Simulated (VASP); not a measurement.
Given:

```
NbC
1.0
    0.00000     2.26731     2.26731
    2.26731     0.00000     2.26731
    2.26731     2.26731     0.00000
Nb C
1 1
Direct
  0.00000   0.00000   0.00000
  0.50000   0.50000   0.50000
```

Calculation: PBE GGA with D3 dispersion (Becke-Johnson damping), VASP's PBE PAW potentials (set 64) (plane waves; VASP). Settings: 520 eV cut-off, 14×14×14 Γ-centred mesh, first-order Methfessel-Paxton smearing of 0.10 eV, potentials Nb_sv C.

Question: What does the run give for the energy per atom (σ→0), pressure, band gap (on the k-mesh) with the smallest direct gap where there is one?

Answer: 
- band gap (on the k-mesh): none (metal, semimetal or under 0.01 eV)
- energy per atom (σ→0): -10.728 eV/atom
- pressure: -16.28 GPa

The absolute energy has meaning only against runs of the same code, potentials and settings.

The compound is NbC in the rock salt structure. This cell is one point of a volume scan, at 1.06 of the reference volume. The electron count is odd and the run is not spin-polarised, which forces a metal.
